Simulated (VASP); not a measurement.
Output of a VASP run:

OSZICAR:
```
       N       E                     dE             d eps       ncg     rms          rms(c)
DAV:   1     0.280335416087E+03    0.28034E+03   -0.11381E+04  2140   0.126E+03
DAV:   2    -0.230146110455E+02   -0.30335E+03   -0.29963E+03  2760   0.606E+02
DAV:   3    -0.435906972661E+02   -0.20576E+02   -0.19787E+02  3454   0.148E+02
DAV:   4    -0.441210942594E+02   -0.53040E+00   -0.51665E+00  3344   0.207E+01
DAV:   5    -0.441301286405E+02   -0.90344E-02   -0.88421E-02  3398   0.261E+00    0.116E+01
DAV:   6    -0.392008320225E+02    0.49293E+01   -0.10704E+01  2718   0.428E+01    0.372E+00
DAV:   7    -0.373306697581E+02    0.18702E+01   -0.79144E-01  3088   0.891E+00    0.177E+00
DAV:   8    -0.371712159158E+02    0.15945E+00   -0.11259E+00  2632   0.967E+00    0.114E+00
DAV:   9    -0.369849649428E+02    0.18625E+00   -0.50875E-01  2650   0.750E+00    0.302E-01
DAV:  10    -0.369158483783E+02    0.69117E-01   -0.23554E-01  2264   0.488E+00    0.284E-01
DAV:  11    -0.369395617523E+02   -0.23713E-01   -0.59886E-02  2436   0.234E+00    0.178E-01
DAV:  12    -0.369076393440E+02    0.31922E-01   -0.33493E-02  2192   0.200E+00    0.156E-01
DAV:  13    -0.369366839745E+02   -0.29045E-01   -0.28080E-02  2186   0.172E+00    0.791E-02
DAV:  14    -0.369301573709E+02    0.65266E-02   -0.16457E-03  3322   0.475E-01    0.624E-02
DAV:  15    -0.369366618375E+02   -0.65045E-02   -0.42371E-03  2188   0.590E-01    0.311E-02
DAV:  16    -0.369365232746E+02    0.13856E-03   -0.23467E-03  2346   0.495E-01    0.159E-02
DAV:  17    -0.369366332383E+02   -0.10996E-03   -0.14878E-04  3034   0.109E-01    0.126E-02
DAV:  18    -0.369366835787E+02   -0.50340E-04   -0.13841E-05  2926   0.296E-02    0.860E-03
DAV:  19    -0.369367637895E+02   -0.80211E-04   -0.81684E-05  2474   0.632E-02    0.485E-03
DAV:  20    -0.369367662641E+02   -0.24746E-05   -0.79769E-06  3290   0.292E-02    0.268E-03
DAV:  21    -0.369367655750E+02    0.68908E-06   -0.27895E-06  2242   0.146E-02    0.123E-03
DAV:  22    -0.369367667320E+02   -0.11570E-05   -0.79229E-07  1830   0.723E-03    0.138E-03
DAV:  23    -0.369367666480E+02    0.83994E-07   -0.26752E-07  1692   0.534E-03
   1 F= -.36936767E+02 E0= -.36936767E+02  d E =0.000000E+00
       N       E                     dE             ncg
```

### OUTCAR
```
------------------------ aborting loop because EDIFF is reached ----------------------------------------
  FORCE on cell =-STRESS in cart. coord.  units (eV):
  Direction    XX          YY          ZZ          XY          YZ          ZX
  --------------------------------------------------------------------------------------
  Total       -0.1200917     -0.1200917      0.2568958     -0.0000000      0.0000000      0.0000000
  in kB       -2.2779544     -2.2779544      4.8729162     -0.0000000      0.0000000      0.0000000
  external PRESSURE =       0.1056691 kB  Pullay stress =       0.0000000 kB
  volume of cell :       84.47
      direct lattice vectors                 reciprocal lattice vectors
     3.247234341  0.000000000  0.000000000     0.307954368  0.177797536  0.000000000
    -1.623617170  2.812187453  0.000000000     0.000000000  0.355595072  0.000000000
     0.000000000  0.000000000  9.249554297     0.000000000  0.000000000  0.108113317
 POSITION                                       TOTAL-FORCE (eV/Angst)
 -----------------------------------------------------------------------------------
      0.00000      0.00000      0.00000         0.000000      0.000000     -0.000000
      0.00000      0.00000      4.62478         0.000000      0.000000     -0.000000
     -0.00000      1.87479      2.31239         0.000000      0.000000     -0.000000
      1.62362      0.93739      6.93717        -0.000000      0.000000      0.000000
 -----------------------------------------------------------------------------------
    total drift:                               -0.000000     -0.000000     -0.000000
  FREE ENERGIE OF THE ION-ELECTRON SYSTEM (eV)
  ---------------------------------------------------
  free  energy   TOTEN  =       -36.9367666480 eV

  energy  without entropy=      -36.9367666480  energy(sigma->0) =      -36.93676665

 total charge

# of ion       s       p       d       tot
------------------------------------------
    1        2.228   6.156   0.978   9.361
    2        2.228   6.156   0.978   9.361
    3        0.450   0.353   0.000   0.803
    4        0.450   0.353   0.000   0.803
--------------------------------------------------
tot          5.356  13.017   1.955  20.329
```
(Selected blocks of OUTCAR.)

### POSCAR
```
ScAl
1
    3.2472343409     0.0000000000     0.0000000000
   -1.6236171704     2.8121874526     0.0000000000
    0.0000000000     0.0000000000     9.2495542971
Sc Al
2 2
Direct
  0.0000000000   0.0000000000   0.0000000000
  0.0000000000   0.0000000000   0.5000000000
  0.3333330000   0.6666670000   0.2500000000
  0.6666670000   0.3333330000   0.7500000000
```

Write an INCAR and KPOINTS that could have produced this output.

One answer among several that fit: the input of the run itself, r2SCAN meta-GGA, plane waves, VASP's PBE PAW potentials (set 64).

File KPOINTS:
```
Automatic mesh
0
Gamma
12 12 4
0 0 0
```

**KPOINTS_OPT**
```
k-points along high-symmetry lines
6
Line-mode
Reciprocal
  0.000000   0.000000   0.000000 ! GAMMA
  0.500000   0.000000   0.000000 ! M

  0.500000   0.000000   0.000000 ! M
  0.333333   0.333333   0.000000 ! K

  0.333333   0.333333   0.000000 ! K
  0.000000   0.000000   0.000000 ! GAMMA

  0.000000   0.000000   0.000000 ! GAMMA
  0.000000   0.000000   0.500000 ! A

  0.000000   0.000000   0.500000 ! A
  0.500000   0.000000   0.500000 ! L

  0.500000   0.000000   0.500000 ! L
  0.333333   0.333333   0.500000 ! H

  0.333333   0.333333   0.500000 ! H
  0.000000   0.000000   0.500000 ! A

  0.500000   0.000000   0.500000 ! L
  0.500000   0.000000   0.000000 ! M

  0.333333   0.333333   0.500000 ! H
  0.333333   0.333333   0.000000 ! K
```

**INCAR**
```
ALGO=Normal
EDIFF=1E-7
ENCUT=400
ISIF=2
ISMEAR=-5
LASPH=.TRUE.
LCHARG=.FALSE.
LEFG=.TRUE.
LMAXMIX=4
LMIXTAU=.TRUE.
LORBIT=11
LREAL=.FALSE.
LWAVE=.FALSE.
METAGGA=R2SCAN
NEDOS=601
NELM=100
PREC=Accurate
SYSTEM=ScAl
```

POTCAR, in this order: Sc_sv Al (PBE.64 set). Program: vasp_std.

For a metal the tetrahedron method with Blöchl corrections gives inexact stress and forces.

The structure was generated: ScAl was put into the NiAs type type (P6_3/mmc), which need not be its known phase. It was relaxed first, which changed the volume by -30 %.
